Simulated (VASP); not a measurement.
Data:

```yaml
crystal:
  lattice:
    - [1.62990, -2.82306, 0.00000]
    - [1.62990, 2.82306, 0.00000]
    - [0.00000, 0.00000, 5.25780]
  atoms:
    - { symbol: Zn, position: [0.66667, 0.33333, 0.50116] }
    - { symbol: Zn, position: [0.33333, 0.66667, 0.00116] }
    - { symbol: O, position: [0.66667, 0.33333, 0.88084] }
    - { symbol: O, position: [0.33333, 0.66667, 0.38084] }
```

Computed with PBE GGA with D4 dispersion, VASP's PBE PAW potentials (set 64) (plane waves; VASP). Numerical set-up: 520 eV cut-off, Gaussian smearing of 0.050 eV, potentials Zn O.

Task: Predict the band gap (along the path) with the smallest direct gap where there is one.

Result: 
```json
{
 "band gap (along the path)": "0.76 eV",
 "smallest direct gap (along the path)": "0.76 eV"
}
```

Total energies compare only between runs with the same potentials, cut-off and functional.

The compound is ZnO in the wurtzite structure. It was relaxed first.
